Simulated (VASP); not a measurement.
# Te: structure and properties in VASP, part 2 of 4

What structure does Te take at this level, and what are its properties? The start is a computed cell from the Materials Project.

VASP 6.6.1; optB86b-vdW; plane waves and PAW (Te).

Still holding for the runs below: The k-mesh is coarse for a metal.

So far. Step 2 (Relaxing cell and atoms (optB86b-vdW)): It ends with a largest force of 0.010 eV/Å and a pressure of 0.02 GPa.

The starting crystal is not the ambient structure of Te (space group No. 152 or space group No. 154); it is a model or a phase of other conditions.

## Step 3: Second relaxation

A relaxation keeps the plane waves of the cell it began with, so it is repeated from the new cell, on a basis made for it.

Contents of INCAR:

```
SYSTEM = Te
PREC = Accurate
ENCUT = 400
EDIFF = 1E-06
NELM = 100
ISMEAR = 0
SIGMA = 0.05
LREAL = .FALSE.
ALGO = Normal
GGA = MK
AGGAC = 0
LUSE_VDW = .TRUE.
PARAM1 = 0.1234
PARAM2 = 1
LASPH = .TRUE.
NBANDS = 15
LORBIT = 11
LWAVE = .FALSE.
LCHARG = .FALSE.
KPAR = 2
IBRION = 2
NSW = 60
ISIF = 3
EDIFFG = -0.01
```

Contents of POSCAR:

```
Te
1.0
    3.7912755615     -2.1565374424      0.0128929789
    3.7912755615      2.1565374424      0.0128929789
   -0.0730910830      0.0000000000      5.9295237787
Te
3
Direct
    0.6843776954      0.6843776954      0.6639849155
    0.3156223046      0.3156223046      0.3360150845
    0.0000000000      0.0000000000      0.0000000000
```

Contents of KPOINTS:

```
Automatic mesh
0
Gamma
7 7 5
0 0 0
```

Potentials, in the order of the species: Te (PBE family, release 64).

Command:

```bash
$ mpirun -np 2 vasp_std
```

Log:

```text
[banner, memory and clock lines left out]
running    2 mpi-ranks, on    1 nodes
 distrk:  each k-point on    1 cores,    2 groups
 distr:  one band on    1 cores,    1 groups

 POSCAR found type information on POSCAR Te
 POSCAR found :  1 types and       3 ions
 [... a notice as in an earlier step ...]

 [... a notice as in an earlier step ...]

 LDA part: xc-table for (Slater+PW92), standard interpolation
 POSCAR, INCAR and KPOINTS ok, starting setup
 FFT: planning ... GRIDC
 FFT: planning ... GRID_SOFT
 FFT: planning ... GRID
 WAVECAR not read
 entering main loop
       N       E                     dE             d eps       ncg     rms          rms(c)
DAV:   1     0.651770927854E+02    0.65177E+02   -0.55281E+03  2160   0.765E+02
DAV:   2    -0.300016871665E+00   -0.65477E+02   -0.62405E+02  2924   0.129E+02
DAV:   3    -0.383535915032E+01   -0.35353E+01   -0.35088E+01  2468   0.330E+01
DAV:   4    -0.389345174563E+01   -0.58093E-01   -0.58067E-01  3236   0.519E+00
DAV:   5    -0.389414005950E+01   -0.68831E-03   -0.68830E-03  2742   0.467E-01    0.131E+01
DAV:   6    -0.389495786286E+01   -0.81780E-03   -0.15915E-02  2741   0.758E-01    0.802E+00
DAV:   7    -0.390056268465E+01   -0.56048E-02   -0.17636E-02  2678   0.915E-01    0.298E-01
DAV:   8    -0.390040788521E+01    0.15480E-03   -0.18245E-03  2678   0.275E-01    0.118E-01
DAV:   9    -0.390038995137E+01    0.17934E-04   -0.31272E-04  2755   0.109E-01    0.607E-02
DAV:  10    -0.390041085665E+01   -0.20905E-04   -0.87090E-05  2664   0.551E-02    0.236E-02
DAV:  11    -0.390041145506E+01   -0.59841E-06   -0.12702E-05  2755   0.219E-02    0.631E-03
DAV:  12    -0.390041183127E+01   -0.37621E-06   -0.10882E-06  2039   0.728E-03
   1 F= -.39004118E+01 E0= -.38994932E+01  d E =-.390041E+01
 curvature:   0.00 expect dE= 0.000E+00 dE for cont linesearch  0.000E+00
 trial: gam= 0.00000 g(F)=  0.904E-05 g(S)=  0.161E-04 ort = 0.000E+00 (trialstep = 0.100E+01)
 search vector abs. value=  0.251E-04
 reached required accuracy - stopping structural energy minimisation
```

Run time: 38 s. Hardware: 2 MPI ranks of Intel Xeon 6975P-C (Granite Rapids), shared host; peak memory 0.8 GiB; 73 s of CPU time.

OUTCAR, selected parts (step 3):

```text
  LATTYP: Found a base centered monoclinic cell.
 ALAT       =     7.5825949680
 B/A-ratio  =     0.5688125112
 C/A-ratio  =     0.7820507716
 COS(beta)  =    -0.0089252098

The static configuration has the point symmetry C_2h.

 Found     72 irreducible k-points:

   dimension x,y,z NGX =    28 NGY =   28 NGZ =   40
   dimension x,y,z NGXF=    56 NGYF=   56 NGZF=   80

   ENCUT  =  400.0 eV  29.40 Ry    5.42 a.u.   7.11  7.11  9.67*2*pi/ulx,y,z

   NELECT =      18.0000    total number of electrons

 E-fermi :   6.5318

 k-point     1 :       0.0000    0.0000    0.0000
  band No.  band energies     occupation
    ...
      5       3.9531      2.00000
      6       4.2987      2.00000
      7       4.4481      2.00000
      8       4.7342      2.00000
      9       4.8204      2.00000
     10       7.5338      0.00000
     11       7.5365      0.00000
     12       8.0626      0.00000
     13      11.4430      0.00000
     14      11.6737      0.00000
    ...

 k-point     2 :       0.1429   -0.0000   -0.0000
  band No.  band energies     occupation
    ...
      5       3.1935      2.00000
      6       3.5041      2.00000
      7       5.2090      2.00000
      8       5.3997      2.00000
      9       6.3451      2.00000
     10       6.6679      0.00012
     11       7.3109      0.00000
     12       7.6984      0.00000
     13      10.7464      0.00000
     14      11.4808      0.00000
    ...

Total vdW correction in eV:      3.4559327

  Total        0.0020708     -0.0020395      0.0295565      0.0000000      0.0000000     -0.0076592
  in kB        0.0342168     -0.0336994      0.4883747      0.0000000      0.0000000     -0.1265563
  external PRESSURE =       0.1629640 kB  Pullay stress =       0.0000000 kB

  energy-cutoff  :      400.00
  volume of cell :       96.96
      direct lattice vectors                 reciprocal lattice vectors
     3.791275562 -2.156537442  0.012892979     0.131876207 -0.231853150  0.001625590
     3.791275562  2.156537442  0.012892979     0.131876207  0.231853150  0.001625590
    -0.073091083  0.000000000  5.929523779    -0.000573495  0.000000000  0.168640538

 POSITION                                       TOTAL-FORCE (eV/Angst)
 -----------------------------------------------------------------------------------
      5.14080      0.00000      3.95476        -0.009357      0.000000      0.002485
      2.36866      0.00000      2.00055         0.009357      0.000000     -0.002485
      0.00000      0.00000      0.00000         0.000000      0.000000      0.000000
 -----------------------------------------------------------------------------------
    total drift:                                0.000000      0.000000     -0.000000

  FREE ENERGIE OF THE ION-ELECTRON SYSTEM (eV)
  ---------------------------------------------------
  free  energy   TOTEN  =        -3.9004118313 eV

  energy  without entropy=       -3.8985746317  energy(sigma->0) =       -3.89949323

Total vdW correction in eV:      3.4558817

[... 4 parts as in an earlier step ...]

[... 7 further parts left out ...]
```

Little changed from the start: no atom moved by 0.005 Å and no cell edge by 0.1 %.

This step gave:

* energy at zero smearing: -3.899 eV
* pressure: 0.01630 GPa
* SCF cycles over all ionic steps: 12

It ends with a largest force of 0.010 eV/Å and a pressure of 0.02 GPa. The volume moved by under 0.01 %: the run met its threshold at the first step.

## Step 4: Density, ELF and potential (optB86b-vdW)

A single point on the relaxed cell gives a clean self-consistent state, with density, ELF and potential written out.

INCAR: that of step 3 with these lines changed.

```diff
@@ -18,7 +18,5 @@
 LWAVE = .FALSE.
-LCHARG = .FALSE.
-KPAR = 2
-IBRION = 2
-NSW = 60
-ISIF = 3
-EDIFFG = -0.01
+LCHARG = .TRUE.
+ISIF = 2
+LELF = .TRUE.
+LVHAR = .TRUE.
```

POSCAR is that of step 3.

KPOINTS is that of step 3.

Command:

```bash
$ mpirun -np 2 vasp_std
```

Log:

```text
[banner, memory and clock lines left out]
running    2 mpi-ranks, on    1 nodes
 distrk:  each k-point on    2 cores,    1 groups
 distr:  one band on    1 cores,    2 groups

 POSCAR found type information on POSCAR Te
 POSCAR found :  1 types and       3 ions
 [... a notice as in an earlier step ...]

 [... a notice as in an earlier step ...]

 LDA part: xc-table for (Slater+PW92), standard interpolation
|                                                                             |
|           W    W    AA    RRRRR   N    N  II  N    N   GGGG   !!!           |
|           W    W   A  A   R    R  NN   N  II  NN   N  G    G  !!!           |
|           W    W  A    A  R    R  N N  N  II  N N  N  G       !!!           |
|           W WW W  AAAAAA  RRRRR   N  N N  II  N  N N  G  GGG   !            |
|           WW  WW  A    A  R   R   N   NN  II  N   NN  G    G                |
|           W    W  A    A  R    R  N    N  II  N    N   GGGG   !!!           |
|                                                                             |
|     The number of bands has been changed from the values supplied in        |
|     The orbitals not found in the WAVECAR file will be initialized with     |
|     random numbers, which is usually adequate. For correlated               |
|     calculations, however, you should redo the groundstate calculation.     |
|     I found NBANDS = 15. Now, NBANDS = 16.                                  |
|                                                                             |

 POSCAR, INCAR and KPOINTS ok, starting setup
 FFT: planning ... GRIDC
 FFT: planning ... GRID_SOFT
 FFT: planning ... GRID
 WAVECAR not read
 entering main loop
       N       E                     dE             d eps       ncg     rms          rms(c)
DAV:   1     0.632902318916E+02    0.63290E+02   -0.54706E+03  2304   0.716E+02
DAV:   2    -0.513472555559E+00   -0.63804E+02   -0.60999E+02  3128   0.123E+02
DAV:   3    -0.384120075358E+01   -0.33277E+01   -0.33029E+01  2752   0.306E+01
DAV:   4    -0.389365800020E+01   -0.52457E-01   -0.52452E-01  3656   0.467E+00
DAV:   5    -0.389414854713E+01   -0.49055E-03   -0.49055E-03  2936   0.369E-01    0.131E+01
DAV:   6    -0.389496816609E+01   -0.81962E-03   -0.15328E-02  3112   0.708E-01    0.802E+00
DAV:   7    -0.390056489725E+01   -0.55967E-02   -0.17274E-02  2968   0.860E-01    0.301E-01
DAV:   8    -0.390040637697E+01    0.15852E-03   -0.18229E-03  2952   0.260E-01    0.116E-01
DAV:   9    -0.390038995954E+01    0.16417E-04   -0.29989E-04  3120   0.102E-01    0.604E-02
DAV:  10    -0.390041089188E+01   -0.20932E-04   -0.84773E-05  2888   0.517E-02    0.230E-02
DAV:  11    -0.390041144401E+01   -0.55214E-06   -0.12382E-05  3008   0.205E-02    0.650E-03
DAV:  12    -0.390041184081E+01   -0.39680E-06   -0.10529E-06  2296   0.679E-03
   1 F= -.39004118E+01 E0= -.38994932E+01  d E =-.183721E-02
```

Run time: 26 s. Hardware: 2 MPI ranks; peak memory 0.6 GiB.

From OUTCAR (step 4):

```text
The static configuration has the point symmetry C_2h.

 Found     72 irreducible k-points:

   k-points           NKPTS =     72   k-points in BZ     NKDIM =     72   number of bands    NBANDS=     16

   NELECT =      18.0000    total number of electrons

 E-fermi :   6.5318

 k-point     1 :       0.0000    0.0000    0.0000
  band No.  band energies     occupation
    ...
      5       3.9531      2.00000
      6       4.2987      2.00000
      7       4.4481      2.00000
      8       4.7343      2.00000
      9       4.8204      2.00000
     10       7.5338      0.00000
     11       7.5365      0.00000
     12       8.0626      0.00000
     13      11.4430      0.00000
     14      11.6737      0.00000
    ...

 k-point     3 :       0.2857   -0.0000    0.0000
  band No.  band energies     occupation
    ...
      5       2.3403      2.00000
      6       2.8442      2.00000
      7       4.5536      2.00000
      8       5.7379      2.00000
      9       5.9803      2.00000
     10       6.8970      0.00000
     11       7.2031      0.00000
     12       8.5563      0.00000
     13       9.5723      0.00000
     14      12.1866      0.00000
    ...

Total vdW correction in eV:      3.4559327

  Total        0.0019659     -0.0020698      0.0295373      0.0000000      0.0000000     -0.0076809
  in kB        0.0324836     -0.0341995      0.4880568      0.0000000      0.0000000     -0.1269156
  external PRESSURE =       0.1621136 kB  Pullay stress =       0.0000000 kB

 POSITION                                       TOTAL-FORCE (eV/Angst)
 -----------------------------------------------------------------------------------
      5.14080      0.00000      3.95476        -0.009349      0.000000      0.002478
      2.36866      0.00000      2.00055         0.009349      0.000000     -0.002478
      0.00000      0.00000      0.00000        -0.000000      0.000000      0.000000
 -----------------------------------------------------------------------------------
    total drift:                                0.000000      0.000000     -0.000000

  FREE ENERGIE OF THE ION-ELECTRON SYSTEM (eV)
  ---------------------------------------------------
  free  energy   TOTEN  =        -3.9004118408 eV

  energy  without entropy=       -3.8985746313  energy(sigma->0) =       -3.89949324

Total vdW correction in eV:      3.4558810

[... 11 parts as in an earlier step ...]

[... 2 further parts left out ...]
```

Numbers from this step:

| Property | Result |
| --- | --- |
| SCF cycles | 12 |
| bands | 16 |
| pressure | 0.01621 GPa |

Valence electrons inside each PAW sphere by angular momentum. Sphere charges, by row:

```
atom  s (e)  p (e)  d (e)  tot (e)
 Te1  1.444  1.782  0.044     3.27
 Te2  1.444  1.782  0.044     3.27
 Te3  1.442  1.788  0.042    3.272
```

Electrostatic potential energy in the ac plane of the conventional cell at fractional y = 0.000, with atoms of Te within 0.2 Å of it. With pseudopotentials it is smooth inside the atoms' cores, unlike the true potential.

Ten even steps from '0' (-95 eV) to '9' (4 eV), each cell a mean:
```
015999999999999999730
248999999999999999863
789999999999987799987
999999999999742369999
999999999998410038999
999999999998400038999
999999999999621258999
999999889999875689999
999985346899999999999
999962003799999999999
999951002799999999999
999962003899999999999
999986457999999999999
578999889999999999986
136999999999999999841
015899999999999999720
```
Columns run along a (7.6 Å; values clipped at the 3rd and 97th percentile), rows up along c (5.9 Å), edges of the conventional cell, whose origin can differ from the input's. Atoms in or near the plane, at fractional coordinates: Te at (0.68, 0.66), Te at (0.32, 0.34), Te at (0.00, 0.00).

ELF in the ac plane of the conventional cell at fractional y = 0.000, with atoms of Te within 0.2 Å of it. It is the smooth field of the valence electrons, not physical close to the nuclei.

Values, 9 rows by 16 columns, each cell a mean:
```
0.76 0.84 0.74 0.35 0.07 0.03 0.03 0.05 0.10 0.19 0.31 0.35 0.37 0.57 0.77 0.75
0.75 0.70 0.46 0.16 0.04 0.02 0.03 0.11 0.40 0.68 0.78 0.80 0.77 0.63 0.58 0.68
0.24 0.18 0.10 0.06 0.05 0.04 0.05 0.26 0.74 0.86 0.76 0.72 0.84 0.78 0.43 0.23
0.03 0.04 0.10 0.21 0.33 0.37 0.29 0.28 0.69 0.87 0.80 0.74 0.80 0.71 0.36 0.07
0.02 0.11 0.38 0.65 0.76 0.80 0.79 0.57 0.40 0.63 0.74 0.72 0.61 0.39 0.14 0.03
0.06 0.25 0.66 0.82 0.74 0.72 0.86 0.83 0.43 0.17 0.23 0.23 0.17 0.09 0.05 0.04
0.35 0.37 0.66 0.84 0.80 0.76 0.84 0.78 0.39 0.07 0.03 0.04 0.05 0.11 0.24 0.36
0.77 0.68 0.59 0.65 0.73 0.73 0.63 0.39 0.13 0.04 0.02 0.03 0.12 0.44 0.74 0.81
0.69 0.78 0.70 0.38 0.23 0.21 0.14 0.09 0.06 0.05 0.04 0.05 0.23 0.65 0.83 0.76
```
Columns run along a (7.6 Å), rows up along c (5.9 Å), edges of the conventional cell, whose origin can differ from the input's. Atoms in or near the plane, at fractional coordinates: Te at (0.68, 0.66), Te at (0.32, 0.34), Te at (0.00, 0.00).

Valence density in the ac plane of the conventional cell at fractional y = 0.000, with atoms of Te within 0.2 Å of it. It is the smooth field of the valence electrons, not physical close to the nuclei.

Values in e/Å³, 9 rows by 16 columns, each cell a mean:
```
 0.16  0.46  0.31  0.10  0.04  0.02  0.03  0.04  0.06  0.08  0.11  0.12  0.15  0.26  0.46  0.27
 0.36  0.28  0.14  0.06  0.03  0.02  0.02  0.05  0.13  0.29  0.41  0.43  0.39  0.29  0.28  0.34
 0.08  0.07  0.06  0.05  0.04  0.03  0.03  0.08  0.26  0.48  0.13  0.01  0.45  0.36  0.15  0.09
 0.03  0.04  0.06  0.09  0.13  0.13  0.11  0.12  0.27  0.49  0.25  0.15  0.44  0.29  0.10  0.04
 0.02  0.04  0.12  0.29  0.41  0.43  0.39  0.23  0.17  0.26  0.36  0.36  0.27  0.13  0.05  0.02
 0.04  0.08  0.23  0.45  0.14 -0.05  0.43  0.39  0.14  0.08  0.08  0.09  0.08  0.06  0.04  0.03
 0.13  0.15  0.27  0.48  0.30  0.18  0.45  0.33  0.10  0.04  0.03  0.03  0.04  0.06  0.09  0.12
 0.42  0.37  0.28  0.29  0.35  0.35  0.27  0.14  0.06  0.03  0.02  0.02  0.05  0.13  0.31  0.43
-0.03  0.42  0.35  0.15  0.09  0.08  0.07  0.06  0.05  0.04  0.03  0.04  0.08  0.24  0.46  0.14
```
Columns run along a (7.6 Å), rows up along c (5.9 Å), edges of the conventional cell, whose origin can differ from the input's. Atoms in or near the plane, at fractional coordinates: Te at (0.68, 0.66), Te at (0.32, 0.34), Te at (0.00, 0.00).

In this run the pressure is 0.02 GPa, small enough to go on; single stress components reach 0.05 GPa.

(Continued in part 3 of 4.)

[Lines on the potential files, build, host, timing and source positions are cut from VASP's logs without a mark.]

[Logs are printed without paths, hosts, clocks, repeated set-up lines and the standing remarks that a program may print on its own settings, such as how far it seeks lower states.]

[Hosts, paths, dates, database ids (printed as entryN), source tags and the programs' standing remarks are cut or masked in the printed files.]

[A measured line is paired with the nearest computed mode of its activity, which favours agreement.]

[In band tables of VASP the shares of atoms and orbitals are scaled to a sum of 1 inside the atoms' spheres.]
